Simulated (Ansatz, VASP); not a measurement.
# Cross-check of Zn11Co2 (Zn11Co2 (I-43m)) between VASP and Ansatz, part 2 of 3

Aim: how closely do two programs agree when they are given the same cell, functional and k mesh? Of the first pair: The structure shown is the start of the Ansatz relaxation below; VASP solves that cell, so the two are compared at the walk's first step.

VASP 6.6.1 and Ansatz 0.2.0.

So far: Set-up; Ansatz: relaxation, PBEsol.

**3. VASP: single point, PBEsol, start cell, pair 1**

Level of this step: PBEsol, no spin polarisation; plane waves and PAW (Zn, Co) (VASP).

The same cell, functional, mesh and smearing now go to VASP, with its own data sets.

Lines of VASP's logs that name or quote its potential files are left out, and so is its time.

File INCAR:

```
SYSTEM = Zn11Co2
PREC = Accurate
ENCUT = 520
EDIFF = 1E-06
NELM = 120
ISMEAR = -1
SIGMA = 0.05
LREAL = .FALSE.
ALGO = Normal
GGA = PS
NBANDS = 176
LASPH = .TRUE.
LORBIT = 11
LWAVE = .FALSE.
LCHARG = .FALSE.
ISIF = 2
GGA_COMPAT = .FALSE.
KPAR = 4
```

File POSCAR:

```
Zn11Co2
1.0
   -4.4136980000      4.4136980000      4.4136980000
    4.4136980000     -4.4136980000      4.4136980000
    4.4136980000      4.4136980000     -4.4136980000
Zn Co
22 4
Direct
    0.0000000000      0.6456792580      0.6456792580
    0.3543207419      0.3543207419      0.0000000000
    0.6456792580      0.0000000000      0.6456792580
    0.6456792580      0.6456792580      0.0000000000
    0.3543207419      0.0000000000      0.3543207419
    0.0000000000      0.3543207419      0.3543207419
    0.7932768055      0.7932768055      0.7932768055
    0.2067231944      0.0000000000      0.0000000000
    0.0000000000      0.2067231944      0.0000000000
    0.0000000000      0.0000000000      0.2067231944
    0.2575221221      0.2575221221      0.6097178602
    0.7424778779      0.0000000000      0.3521957381
    0.0000000000      0.7424778779      0.3521957381
    0.7424778779      0.3521957381      0.0000000000
    0.2575221221      0.6097178602      0.2575221221
    0.0000000000      0.3521957381      0.7424778779
    0.3521957381      0.7424778779      0.0000000000
    0.3521957381      0.0000000000      0.7424778779
    0.6097178602      0.2575221221      0.2575221221
    0.6478042619      0.6478042619      0.3902821398
    0.6478042619      0.3902821398      0.6478042619
    0.3902821398      0.6478042619      0.6478042619
    0.0000000000      0.0000000000      0.6562068814
    0.0000000000      0.6562068814      0.0000000000
    0.6562068814      0.0000000000      0.0000000000
    0.3437931186      0.3437931186      0.3437931186
```

File KPOINTS:

```
Automatic mesh
0
Gamma
6 6 6
0 0 0
```

The projector-augmented-wave data sets are Zn and Co (PBE family, release 64).

Command:

```console
$ mpirun -np 4 vasp_std
```

Numbers of over 12 decimals in the logs are rounded to 6 here.

What it wrote:

```text
[banner, memory and clock lines left out]
running    4 mpi-ranks, on    1 nodes
 distrk:  each k-point on    1 cores,    4 groups
 distr:  one band on    1 cores,    1 groups

 POSCAR found type information on POSCAR ZnCo
 POSCAR found :  2 types and      26 ions
|                                                                             |
|               ----> ADVICE to this user running VASP <----                  |
|                                                                             |
|     You have a (more or less) 'large supercell' and for larger cells it     |
|     might be more efficient to use real-space projection operators.         |
|     Therefore, try LREAL= Auto in the INCAR file.                           |
|     Mind: For very accurate calculation, you might also keep the            |
|     reciprocal projection scheme (i.e. LREAL=.FALSE.).                      |
|                                                                             |

|                                                                             |
|               ----> ADVICE to this user running VASP <----                  |
|                                                                             |
|     You enforced a specific xc type in the INCAR file but a different       |
|     [... a line on the potential file left out ...]
|     I HOPE YOU KNOW WHAT YOU ARE DOING!                                     |
|                                                                             |

 LDA part: xc-table for (Slater+PW92), standard interpolation
 POSCAR, INCAR and KPOINTS ok, starting setup
 FFT: planning ... GRIDC
 FFT: planning ... GRID_SOFT
 FFT: planning ... GRID
 WAVECAR not read
 entering main loop
       N       E                     dE             d eps       ncg     rms          rms(c)
DAV:   1     0.293828453588E+04    0.29383E+04   -0.13050E+05  5632   0.275E+03
DAV:   2     0.393939614735E+03   -0.25443E+04   -0.24686E+04  5632   0.661E+02
DAV:   3    -0.490577474887E+02   -0.44300E+03   -0.42222E+03  5632   0.237E+02
DAV:   4    -0.758318477278E+02   -0.26774E+02   -0.26205E+02  6008   0.665E+01
DAV:   5    -0.761942406232E+02   -0.36239E+00   -0.36007E+00  6024   0.734E+00    0.246E+01
DAV:   6    -0.758231486889E+02    0.37109E+00   -0.52141E+01  6008   0.477E+01    0.246E+01
DAV:   7    -0.711618481697E+02    0.46613E+01   -0.28357E+01  6712   0.415E+01    0.238E+01
DAV:   8    -0.686674492313E+02    0.24944E+01   -0.65491E+00  6024   0.181E+01    0.543E+00
DAV:   9    -0.685783671745E+02    0.89082E-01   -0.98709E-01  6056   0.131E+01    0.232E+00
DAV:  10    -0.685532193334E+02    0.25148E-01   -0.20565E-01  6016   0.706E+00    0.646E-01
DAV:  11    -0.685562342329E+02   -0.30149E-02   -0.67129E-02  6224   0.108E+00    0.303E-01
DAV:  12    -0.685555560634E+02    0.67817E-03   -0.68763E-03  6328   0.946E-01    0.168E-01
DAV:  13    -0.685555313063E+02    0.24757E-04   -0.17363E-03  7288   0.530E-01    0.656E-02
DAV:  14    -0.685555749398E+02   -0.43633E-04   -0.55864E-04  6464   0.132E-01    0.437E-02
DAV:  15    -0.685555698987E+02    0.50411E-05   -0.84453E-05  6536   0.154E-01    0.204E-02
DAV:  16    -0.685555703783E+02   -0.47963E-06   -0.32180E-05  7088   0.308E-02    0.550E-03
DAV:  17    -0.685555703218E+02    0.56483E-07   -0.31509E-06  4128   0.148E-02
   1 F= -.68555570E+02 E0= -.68500618E+02  d E =-.109904E+00
```

From OUTCAR (step 3):

```text
ion  position               nearest neighbor table
   1  0.000  0.646  0.646-   7 2.56   8 2.56   6 2.57  13 2.59  16 2.59  23 2.68  24 2.68  17 2.76
                            20 2.76  18 2.76  21 2.76  19 2.97  22 2.97
   2  0.354  0.354  0.000-   8 2.56   9 2.56   4 2.57  11 2.59  20 2.59  23 2.68  26 2.68  19 2.76
                            15 2.76  16 2.76  18 2.76  17 2.97  14 2.97
   3  0.646  0.000  0.646-   7 2.56   9 2.56   5 2.57  12 2.59  18 2.59  23 2.68  25 2.68  14 2.76
                            20 2.76  16 2.76  22 2.76  21 2.97  15 2.97
   4  0.646  0.646  0.000-   7 2.56  10 2.56   2 2.57  14 2.59  17 2.59  24 2.68  25 2.68  21 2.76
                            22 2.76  12 2.76  13 2.76  11 2.97  20 2.97
   5  0.354  0.000  0.354-   8 2.56  10 2.56   3 2.57  15 2.59  21 2.59  24 2.68  26 2.68  19 2.76
                            13 2.76  11 2.76  17 2.76  12 2.97  18 2.97
   6  0.000  0.354  0.354-   9 2.56  10 2.56   1 2.57  19 2.59  22 2.59  25 2.68  26 2.68  11 2.76
                            12 2.76  14 2.76  15 2.76  13 2.97  16 2.97
   7  0.793  0.793  0.793-  21 2.56  22 2.56  20 2.56   4 2.56   1 2.56   3 2.56  24 2.58  25 2.58
                            23 2.58   8 2.58   9 2.58  10 2.58
   8  0.207  0.000  0.000-  19 2.56  18 2.56  17 2.56   5 2.56   2 2.56   1 2.56  23 2.58  24 2.58
                            26 2.58   9 2.58  10 2.58   7 2.58
   9  0.000  0.207  0.000-  15 2.56  14 2.56  16 2.56   6 2.56   2 2.56   3 2.56  23 2.58  25 2.58
                            26 2.58   8 2.58  10 2.58   7 2.58
  10  0.000  0.000  0.207-  11 2.56  12 2.56  13 2.56   6 2.56   5 2.56   4 2.56  24 2.58  25 2.58
                            26 2.58   8 2.58   9 2.58   7 2.58
  11  0.258  0.258  0.610-  23 2.50  26 2.55  10 2.56   2 2.59  21 2.69  22 2.69  16 2.69  18 2.69
                             6 2.76   5 2.76   4 2.97
  12  0.742  0.000  0.352-  23 2.50  25 2.55  10 2.56   3 2.59  20 2.69  16 2.69  17 2.69  19 2.69
                             6 2.76   4 2.76   5 2.97
  13  0.000  0.742  0.352-  23 2.50  24 2.55  10 2.56   1 2.59  20 2.69  14 2.69  15 2.69  18 2.69
                             5 2.76   4 2.76   6 2.97
  14  0.742  0.352  0.000-  24 2.50  25 2.55   9 2.56   4 2.59  19 2.69  21 2.69  13 2.69  18 2.69
                             6 2.76   3 2.76   2 2.97
  15  0.258  0.610  0.258-  24 2.50  26 2.55   9 2.56   5 2.59  20 2.69  22 2.69  13 2.69  17 2.69
                             6 2.76   2 2.76   3 2.97
  16  0.000  0.352  0.742-  24 2.50  23 2.55   9 2.56   1 2.59  17 2.69  21 2.69  11 2.69  12 2.69
                             2 2.76   3 2.76   6 2.97
  17  0.352  0.742  0.000-  25 2.50  24 2.55   8 2.56   4 2.59  16 2.69  22 2.69  12 2.69  15 2.69
                             5 2.76   1 2.76   2 2.97
  18  0.352  0.000  0.742-  25 2.50  23 2.55   8 2.56   3 2.59  14 2.69  22 2.69  11 2.69  13 2.69
                             2 2.76   1 2.76   5 2.97
  19  0.610  0.258  0.258-  25 2.50  26 2.55   8 2.56   6 2.59  20 2.69  21 2.69  12 2.69  14 2.69
                             2 2.76   5 2.76   1 2.97
  20  0.648  0.648  0.390-  26 2.50  23 2.55   7 2.56   2 2.59  12 2.69  13 2.69  15 2.69  19 2.69
                             3 2.76   1 2.76   4 2.97
  21  0.648  0.390  0.648-  26 2.50  24 2.55   7 2.56   5 2.59  16 2.69  19 2.69  11 2.69  14 2.69
                             4 2.76   1 2.76   3 2.97
  22  0.390  0.648  0.648-  26 2.50  25 2.55   7 2.56   6 2.59  17 2.69  18 2.69  11 2.69  15 2.69
                             4 2.76   3 2.76   1 2.97
  23  0.000  0.000  0.656-  11 2.50  12 2.50  13 2.50  16 2.55  18 2.55  20 2.55   8 2.58   9 2.58
                             7 2.58   2 2.68   3 2.68   1 2.68
  24  0.000  0.656  0.000-  14 2.50  15 2.50  16 2.50  13 2.55  17 2.55  21 2.55   8 2.58  10 2.58
                             7 2.58   5 2.68   4 2.68   1 2.68
  25  0.656  0.000  0.000-  17 2.50  18 2.50  19 2.50  14 2.55  12 2.55  22 2.55   9 2.58  10 2.58
                             7 2.58   6 2.68   4 2.68   3 2.68
  26  0.344  0.344  0.344-  21 2.50  22 2.50  20 2.50  19 2.55  15 2.55  11 2.55   8 2.58   9 2.58
                            10 2.58   2 2.68   5 2.68   6 2.68

  LATTYP: Found a body centered cubic cell.
 ALAT       =     8.8273960000

 Subroutine GETGRP returns: Found 24 space group operations
 (whereof 24 operations were pure point group operations)

The static configuration has the point symmetry T_d .

 Found     16 irreducible k-points:

   k-points           NKPTS =     16   k-points in BZ     NKDIM =     16   number of bands    NBANDS=    176

   dimension x,y,z NGX =    60 NGY =   60 NGZ =   60
   dimension x,y,z NGXF=   120 NGYF=  120 NGZF=  120

   ENCUT  =  520.0 eV  38.22 Ry    6.18 a.u.  14.21 14.21 14.21*2*pi/ulx,y,z

   NELECT =     300.0000    total number of electrons

 k-points in reciprocal lattice and weights: Automatic mesh
   0.00000000  0.00000000  0.00000000       0.005
   0.16666667  0.00000000  0.00000000       0.056
   0.33333333  0.00000000  0.00000000       0.056
   0.50000000  0.00000000  0.00000000       0.028
   0.16666667  0.16666667  0.00000000       0.111
   0.33333333  0.16666667  0.00000000       0.222
   0.33333333  0.33333333  0.00000000       0.037
   0.16666667  0.16666667  0.16666667       0.037
   0.33333333  0.16666667  0.16666667       0.056
[...]
0.50000000  0.50000000  0.33333333       0.056
   0.50000000  0.50000000  0.50000000       0.005

 average (electrostatic) potential at core
       1 -35.4461       2 -35.4461       3 -35.4461       4 -35.4461       5 -35.4461
       6 -35.4461       7 -35.4336       8 -35.4336       9 -35.4336      10 -35.4336
      11 -35.2550      12 -35.2550      13 -35.2550      14 -35.2550      15 -35.2550
      16 -35.2550      17 -35.2550      18 -35.2550      19 -35.2550      20 -35.2550
      21 -35.2550      22 -35.2550      23 -83.4530      24 -83.4530      25 -83.4530
      26 -83.4530

 E-fermi :   4.0603

 k-point     1 :       0.0000    0.0000    0.0000
  band No.  band energies     occupation
    ...
    145       3.5686      1.99989
    146       3.5686      1.99989
    147       3.9636      1.74748
    148       3.9636      1.74748
    149       3.9636      1.74748
    150       5.6826      0.00000
    151       5.6826      0.00000
    152       5.6826      0.00000
    153       6.0675      0.00000
    154       6.2740      0.00000
    ...

 k-point     2 :       0.1667    0.0000    0.0000
  band No.  band energies     occupation
    ...
    144       3.3809      2.00000
    145       3.4355      1.99999
    146       3.5188      1.99996
    147       3.9194      1.88721
    148       4.0348      1.24922
    149       4.2128      0.09036
    150       4.9446      0.00000
    151       5.0664      0.00000
    152       5.3312      0.00000
    153       5.4106      0.00000
    ...

 k-point     3 :       0.3333    0.0000    0.0000
  band No.  band energies     occupation
    ...
    146       3.4289      1.99999
    147       3.7908      1.99091
    148       3.8875      1.93882
    149       3.9247      1.87552
    150       4.0941      0.67446
    151       4.2096      0.09620
    152       5.2318      0.00000
    153       5.2619      0.00000
    154       5.3007      0.00000
    155       5.5821      0.00000
    ...

  Total       -2.7408729     -2.7408729     -2.7408729     -0.0000000      0.0000000     -0.0000000
  in kB      -12.7682580    -12.7682580    -12.7682580     -0.0000000      0.0000000     -0.0000000
  external PRESSURE =     -12.7682580 kB  Pullay stress =       0.0000000 kB

  energy-cutoff  :      520.00
  volume of cell :      343.93
      direct lattice vectors                 reciprocal lattice vectors
    -4.413698000  4.413698000  4.413698000     0.000000000  0.113283691  0.113283691
     4.413698000 -4.413698000  4.413698000     0.113283691  0.000000000  0.113283691
     4.413698000  4.413698000 -4.413698000     0.113283691  0.113283691  0.000000000

 POSITION                                       TOTAL-FORCE (eV/Angst)
 -----------------------------------------------------------------------------------
      5.69967      0.00000      0.00000         0.014081     -0.000000     -0.000000
      0.00000      0.00000      3.12773         0.000000     -0.000000     -0.014081
      0.00000      5.69967      0.00000         0.000000      0.014081     -0.000000
      0.00000      0.00000      5.69967         0.000000     -0.000000      0.014081
      0.00000      3.12773      0.00000         0.000000     -0.014081     -0.000000
      3.12773      0.00000      0.00000        -0.014081     -0.000000     -0.000000
      3.50128      3.50128      3.50128        -0.008109     -0.008109     -0.008109
     -0.91241      0.91241      0.91241        -0.008109      0.008109      0.008109
      0.91241     -0.91241      0.91241         0.008109     -0.008109      0.008109
      0.91241      0.91241     -0.91241         0.008109      0.008109     -0.008109
      2.69111      2.69111     -0.41786         0.002222      0.002222      0.001391
     -1.72259      4.83156      1.72259         0.002222     -0.001391     -0.002222
      4.83156     -1.72259      1.72259        -0.001391      0.002222     -0.002222
     -1.72259      1.72259      4.83156         0.002222     -0.002222     -0.001391
      2.69111     -0.41786      2.69111         0.002222      0.001391      0.002222
      4.83156      1.72259     -1.72259        -0.001391     -0.002222      0.002222
      1.72259     -1.72259      4.83156        -0.002222      0.002222     -0.001391
      1.72259      4.83156     -1.72259        -0.002222     -0.001391      0.002222
     -0.41786      2.69111      2.69111         0.001391      0.002222      0.002222
      1.72259      1.72259      3.99584        -0.002222     -0.002222      0.001391
      1.72259      3.99584      1.72259        -0.002222      0.001391     -0.002222
      3.99584      1.72259      1.72259         0.001391     -0.002222     -0.002222
      2.89630      2.89630     -2.89630         0.025465      0.025465     -0.025465
      2.89630     -2.89630      2.89630         0.025465     -0.025465      0.025465
     -2.89630      2.89630      2.89630        -0.025465      0.025465      0.025465
      1.51740      1.51740      1.51740        -0.025465     -0.025465     -0.025465
 -----------------------------------------------------------------------------------
    total drift:                                0.000003      0.000003      0.000011

  FREE ENERGIE OF THE ION-ELECTRON SYSTEM (eV)
  ---------------------------------------------------
  free  energy   TOTEN  =       -68.5555703218 eV

  energy  without entropy=      -68.4456664545  energy(sigma->0) =      -68.50061839

 total charge
# of ion       s       p       d       tot
------------------------------------------
    1        0.583   0.534   9.728  10.845
    2        0.583   0.534   9.728  10.845
    3        0.583   0.534   9.728  10.845
    4        0.583   0.534   9.728  10.845
    5        0.583   0.534   9.728  10.845
    6        0.583   0.534   9.728  10.845
    7        0.610   0.605   9.749  10.964
    8        0.610   0.605   9.749  10.964
    9        0.610   0.605   9.749  10.964
   10        0.610   0.605   9.749  10.964
   11        0.607   0.505   9.732  10.844
   12        0.607   0.505   9.732  10.844
   13        0.607   0.505   9.732  10.844
   14        0.607   0.505   9.732  10.844
   15        0.607   0.505   9.732  10.844
   16        0.607   0.505   9.732  10.844
   17        0.607   0.505   9.732  10.844
   18        0.607   0.505   9.732  10.844
   19        0.607   0.505   9.732  10.844
   20        0.607   0.505   9.732  10.844
   21        0.607   0.505   9.732  10.844
   22        0.607   0.505   9.732  10.844
   23        0.387   0.442   7.452   8.281
   24        0.387   0.442   7.452   8.281
   25        0.387   0.442   7.452   8.281
   26        0.387   0.442   7.452   8.281
--------------------------------------------------
tot         14.771  13.456 243.952 272.179

[... 3 further parts left out ...]
```

The run ends at a pressure of -1.28 GPa, with forces up to 0.044 eV/Å.

**4. Comparison**

Known differences besides the potentials themselves: the data sets hold 332 valence electrons in Ansatz (on its default PAW (the set named soft_2) files) and 300 in VASP; the cutoff is 420 eV in Ansatz and 520 eV in VASP; Ansatz makes its cores anew for this functional, VASP keeps those of its PBE data sets. Total energies have different zeros and are not compared.

At this near-relaxed geometry the largest component of a force difference is 8 meV/Å.

**5. Ansatz: relaxation, PBEsol**

This run makes the geometry at which the two programs are then compared. The cell compared in this pair holds 338.60 Å³, against 343.93 Å³ for the pair before.

The structure compared here is the end of the Ansatz relaxation.

File input.yaml:

```yaml
crystal:
  lattice:
    - [-4.4136985, 4.4136985, 4.4136985]
    - [4.4136985, -4.4136985, 4.4136985]
    - [4.4136985, 4.4136985, -4.4136985]
  atoms:
    - { symbol: Zn, position: [0.0, 0.64567921, 0.64567921] }
    - { symbol: Zn, position: [0.35432079, 0.35432079, 0.0] }
    - { symbol: Zn, position: [0.64567921, 0.0, 0.64567921] }
    - { symbol: Zn, position: [0.64567921, 0.64567921, 0.0] }
    - { symbol: Zn, position: [0.35432079, 0.0, 0.35432079] }
    - { symbol: Zn, position: [0.0, 0.35432079, 0.35432079] }
    - { symbol: Zn, position: [0.79327684, 0.79327684, 0.79327684] }
    - { symbol: Zn, position: [0.20672316, 0.0, 0.0] }
    - { symbol: Zn, position: [0.0, 0.20672316, 0.0] }
    - { symbol: Zn, position: [0.0, 0.0, 0.20672316] }
    - { symbol: Zn, position: [0.2575221, 0.2575221, 0.6097178] }
    - { symbol: Zn, position: [0.7424779, 1.0, 0.3521957] }
    - { symbol: Zn, position: [1.0, 0.7424779, 0.3521957] }
    - { symbol: Zn, position: [0.7424779, 0.3521957, 1.0] }
    - { symbol: Zn, position: [0.2575221, 0.6097178, 0.2575221] }
    - { symbol: Zn, position: [1.0, 0.3521957, 0.7424779] }
    - { symbol: Zn, position: [0.3521957, 0.7424779, 1.0] }
    - { symbol: Zn, position: [0.3521957, 1.0, 0.7424779] }
    - { symbol: Zn, position: [0.6097178, 0.2575221, 0.2575221] }
    - { symbol: Zn, position: [0.6478043, 0.6478043, 0.3902822] }
    - { symbol: Zn, position: [0.6478043, 0.3902822, 0.6478043] }
    - { symbol: Zn, position: [0.3902822, 0.6478043, 0.6478043] }
    - { symbol: Co, position: [0.0, 0.0, 0.65620681] }
    - { symbol: Co, position: [0.0, 0.65620681, 0.0] }
    - { symbol: Co, position: [0.65620681, 0.0, 0.0] }
    - { symbol: Co, position: [0.34379319, 0.34379319, 0.34379319] }
basis:
  ecutwfc: 420
  xc_grid: 2
hamiltonian:
  xc: pbesol
kpoints:
  mp_grid: { grid: [6, 6, 6] }
scf:
  occupations: { method: fermi_dirac, width: 0.05 }
  max_iter: 150
output:
  forces: true
  stress: true
relax:
  f_tol: 0.01
  max_steps: 60
  cell: {}
checkpoint:
  write: "../pbesol.run"
  compress: false
  write_wavefunctions: false
  write_every: 100000
```

Command:

```console
$ ansatz run input.yaml --threads 4 --pin off --max-ram 6594MiB --backend cpu --events-out ev --progress --plain --runs-dir out
```

What it wrote:

```text
[...]
Crystal: 26 atoms, lattice volume = 343.928 Å³
Basis set: ecut = 420 eV, 6699 PW (Γ), exchange–correlation on 108×108×108 points (8 copies of the dense FFT grid, shifted against one another)
Bands: 200, of which v1, the nominal top of the filled ones, is band 166 counted from 1 (165 counted from 0)
Symmetry: 24 space group operations
[...]
- { symbol: Zn, position: [0.610366, 0.258067, 0.258067] }
    - { symbol: Zn, position: [0.647701, 0.647701, 0.389634] }
    - { symbol: Zn, position: [0.647701, 0.389634, 0.647701] }
    - { symbol: Zn, position: [0.389634, 0.647701, 0.647701] }
    - { symbol: Co, position: [0.0, 0.0, 0.656721] }
    - { symbol: Co, position: [0.0, 0.656721, 0.0] }
    - { symbol: Co, position: [0.656721, 0.0, 0.0] }
    - { symbol: Co, position: [0.343279, 0.343279, 0.343279] }
[key lines of the parts left out:]
SCF converged after 8 iterations
Free energy (F): -92554.644376 eV
Fermi energy:    13.100716 eV
P = ⅓ Tr σ = 0.0251 GPa (0.251 kbar)
```

[end of part 2 of 3]

[Lines on the potential files, build, host, timing and source positions are cut from VASP's logs without a mark.]

[Logs are printed without paths, hosts, clocks, repeated set-up lines and the standing remarks that a program may print on its own settings, such as how far it seeks lower states.]

[Hosts, paths, dates, database ids (printed as entryN), source tags and the programs' standing remarks are cut or masked in the printed files.]
